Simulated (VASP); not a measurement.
Computed with PBEsol GGA, VASP's PBE PAW potentials (set 64) (plane waves; VASP).

VASP ran on this input.

File POSCAR:
```
Al3GaN4
1.0
  0.0000000000   2.2036199136   2.2036199136
  2.2036199136   0.0000000000   2.2036199136
  8.8137522418   8.8137522418   0.0007274127
Ga N Al
1 4 3
Direct
  0.0003933172   0.0003933172   0.9997050121
  0.2436596667   0.2436596667   0.0672552500
  0.2486289919   0.2486289919   0.3135282561
  0.2515142545   0.2515142545   0.5613643091
  0.2564040778   0.2564040778   0.8076969417
  0.9965293266   0.9965293266   0.2526030050
  0.0000092586   0.0000092586   0.4999930561
  0.0028611065   0.0028611065   0.7478541701
```

INCAR:
```
SYSTEM = Al3GaN4
PREC = Accurate
ENCUT = 520
EDIFF = 1E-7
NELM = 100
ALGO = Normal
LREAL = .FALSE.
LASPH = .TRUE.
ISMEAR = 0
SIGMA = 0.05
GGA = PS
LMAXMIX = 4
LWAVE = .FALSE.
LCHARG = .FALSE.
LORBIT = 11
ICHARG = 11
```

File KPOINTS:
```
k-points along high-symmetry lines
12
Line-mode
Reciprocal
  0.000000   0.000000   0.000000 ! GAMMA
  0.000000   0.000000  -0.500000 ! T

  0.000000   0.000000  -0.500000 ! T
 -0.328125   0.328125  -0.500000 ! H_2

 -0.343750   0.328125  -0.187500 ! H_0
  0.000000   0.500000   0.500000 ! L

  0.000000   0.500000   0.500000 ! L
  0.000000   0.000000   0.000000 ! GAMMA

  0.000000   0.000000   0.000000 ! GAMMA
 -0.335938   0.335938   0.000000 ! S_0

 -0.335938   0.328125  -0.343750 ! S_2
 -0.500000   0.000000  -1.000000 ! F

 -0.500000   0.000000  -1.000000 ! F
  0.000000   0.000000   0.000000 ! GAMMA
```

POTCAR, in this order: Ga_d N Al (PBE.64 set). Program: vasp_std. Read from the step before: CHGCAR.

Output of the run:

**OUTCAR**
```
 ion  position               nearest neighbor table
   1  0.000  0.000  1.000-   2 1.93   2 1.93   2 1.93   5 1.95   8 3.13   8 3.13   8 3.13   6 3.14
                             6 3.14   6 3.14
   2  0.244  0.244  0.067-   6 1.89   1 1.93   1 1.93   1 1.93
   3  0.249  0.249  0.314-   7 1.90   6 1.90   6 1.90   6 1.90
   4  0.252  0.252  0.561-   8 1.90   7 1.90   7 1.90   7 1.90
   5  0.256  0.256  0.808-   8 1.90   8 1.90   8 1.90   1 1.95
   6  0.997  0.997  0.253-   2 1.89   3 1.90   3 1.90   3 1.90   7 3.09   7 3.09   7 3.09   1 3.14
                             1 3.14   1 3.14
   7  0.000  0.000  0.500-   3 1.90   4 1.90   4 1.90   4 1.90   6 3.09   6 3.09   6 3.09   8 3.10
                             8 3.10   8 3.10
   8  0.003  0.003  0.748-   4 1.90   5 1.90   5 1.90   5 1.90   7 3.10   7 3.10   7 3.10   1 3.13
                             1 3.13   1 3.13
  LATTYP: Found a trigonal (rhomboedric) cell.
 ALAT       =    10.3346528946
 COS(alpha) =     0.9545345402
 Subroutine PRICEL returns:
 Original cell was already a primitive cell.
 Subroutine GETGRP returns: Found  6 space group operations
The static configuration has the point symmetry C_3v.
The dynamic configuration has the point symmetry C_3v.
 Subroutine INISYM returns: Found  6 space group operations
   k-points           NKPTS =     84   k-points in BZ     NKDIM =     84   number of bands    NBANDS=     26
   number of dos      NEDOS =    301   number of ions     NIONS =      8
   total plane-waves  NPLWV =  55296
   dimension x,y,z NGX =    24 NGY =   24 NGZ =   96
   dimension x,y,z NGXF=    48 NGYF=   48 NGZF=  192
   ions per type =               1   4   3
   PREC   = accura    normal or accurate (medium, high low for compatibility)
   ISTART =      0    job   : 0-new  1-cont  2-samecut
   ICHARG =     11    charge: 1-file 2-atom 10-const
   ISPIN  =      1    spin polarized calculation?
   LNONCOLLINEAR =      F non collinear calculations
   LSORBIT =      F    spin-orbit coupling
   INIWAV =      1    electr: 0-lowe 1-rand  2-diag
   ENCUT  =  520.0 eV  38.22 Ry    6.18 a.u.   5.79  5.79 23.18*2*pi/ulx,y,z
   NELM   =    100;   NELMIN=  2; NELMDL= -5     # of ELM steps
   EDIFF  = 0.1E-06   stopping-criterion for ELM
   LREAL  =      F    real-space projection
   NLSPLINE    = F    spline interpolate recip. space projectors
   LMAXMIX     =    4 max onsite mixed and CHGCAR
   VOSKOWN=      0    Vosko Wilk Nusair interpolation
   EDIFFG = 0.1E-05   stopping-criterion for IOM
   NSW    =      0    number of steps for IOM
   NBLOCK =      1;   KBLOCK =      1    inner block; outer block
   IBRION =     -1    ionic relax: 0-MD 1-quasi-New 2-CG
   NFREE  =      0    steps in history (QN), initial steepest desc. (CG)
   ISIF   =      2    stress and relaxation
   ISYM   =      2    0-nonsym 1-usesym 2-fastsym
   TEIN   =    0.0    initial temperature
   TEBEG  =    0.0;   TEEND  =   0.0 temperature during run
   SMASS  =  -3.00    Nose mass-parameter (am)
   PSTRESS=    0.0 pullay stress
   NELECT =      42.0000    total number of electrons
   EFERMI =   0.00;   METHOD = LEGACY
   ISMEAR =     0;   SIGMA  =   0.05  broadening in eV -4-tet -1-fermi 0-gaus
   IALGO  =     38    algorithm
   LDIAG  =      T    sub-space diagonalisation (order eigenvalues)
   IMIX   =      4    mixing-type and parameters
     AMIX     =   0.40;   BMIX     =  1.00
     AMIX_MAG =   1.60;   BMIX_MAG =  1.00
     AMIN     =   0.10
   GGA     = PS    functional components
   VOSKOWN =     0    Vosko Wilk Nusair interpolation
   LHFCALC =     F    Hartree Fock is set to
   LHFONE  =     F    Hartree Fock one center treatment
   AEXX    =    0.0000 exact exchange contribution
   IVDW    =     0    specifies the selected vdW correction
   LEPSILON=     F    determine dielectric tensor
   LRPA    =     F    only Hartree local field effects (RPA)
  energy-cutoff  :      520.00
  volume of cell :       85.59
      direct lattice vectors                 reciprocal lattice vectors
     0.000000000  2.203619914  2.203619914    -0.226908747  0.226890020  0.226908747
     2.203619914  0.000000000  2.203619914     0.226890020 -0.226908747  0.226908747
...
```

OSZICAR:
```
       N       E                     dE             d eps       ncg     rms          rms(c)
DAV:   1     0.321779690771E+03    0.32178E+03   -0.20020E+04  4674   0.202E+03
DAV:   2    -0.729342839506E+01   -0.32907E+03   -0.31775E+03  4930   0.466E+02
DAV:   3    -0.537243790921E+02   -0.46431E+02   -0.44534E+02  5402   0.139E+02
DAV:   4    -0.556177702607E+02   -0.18934E+01   -0.18851E+01  5300   0.301E+01
DAV:   5    -0.556638714874E+02   -0.46101E-01   -0.46027E-01  5874   0.472E+00
DAV:   6    -0.556659674179E+02   -0.20959E-02   -0.20956E-02  6280   0.889E-01
DAV:   7    -0.556659893960E+02   -0.21978E-04   -0.21976E-04  5936   0.927E-02
DAV:   8    -0.556659900249E+02   -0.62889E-06   -0.62882E-06  6218   0.157E-02
DAV:   9    -0.556659900331E+02   -0.82327E-08   -0.82869E-08  4428   0.171E-03
   1 F= -.55665990E+02 E0= -.55665990E+02  d E =-.442572E-15
```

### OUTCAR
```
 val. band max:        5.9731764933   @ k =   0.0000   0.0000   0.0000

 cond. band min:       8.8581396549   @ k =  -0.5000   0.0000  -1.0000



 k-point     1 :       0.0000    0.0000    0.0000
  band No.  band energies     occupation
      1      -9.5923      2.00000
      2      -8.9451      2.00000
      3      -8.6316      2.00000
      4      -7.8159      2.00000
      5      -7.0998      2.00000
      6      -7.0998      2.00000
      7      -6.8062      2.00000
      8      -6.8062      2.00000
      9      -6.3786      2.00000
     10      -0.5714      2.00000
     11       1.9761      2.00000
     12       2.5028      2.00000
     13       4.9644      2.00000
     14       4.9644      2.00000
     15       5.1575      2.00000
     16       5.1576      2.00000
     17       5.3133      2.00000
     18       5.3133      2.00000
     19       5.6759      2.00000
     20       5.9731      2.00000
     21       5.9732      2.00000
     22       9.0580      0.00000
     23      11.2027      0.00000
     24      11.5997      0.00000
     25      12.3791      0.00000
     26      14.9992      0.00000

 k-point     2 :       0.0000    0.0000   -0.0455
  band No.  band energies     occupation
      1      -9.5909      2.00000
      2      -8.9528      2.00000
      3      -8.6247      2.00000
      4      -7.8152      2.00000
      5      -7.0998      2.00000
      6      -7.0998      2.00000
      7      -6.8062      2.00000
      8      -6.8062      2.00000
      9      -6.3804      2.00000
     10      -0.5642      2.00000
     11       1.9142      2.00000
     12       2.5668      2.00000
     13       4.9648      2.00000
     14       4.9648      2.00000
     15       5.1563      2.00000
     16       5.1563      2.00000
     17       5.3143      2.00000
     18       5.3143      2.00000
     19       5.6624      2.00000
     20       5.9730      2.00000
     21       5.9731      2.00000
     22       9.0692      0.00000
     23      11.1813      0.00000
...
```

The density is held fixed in this step, so its total energy and stress have no physical meaning.

The structure was generated: Al3GaN4 was put into an ordered model structure (R3m), which need not be its known phase. It was relaxed first.
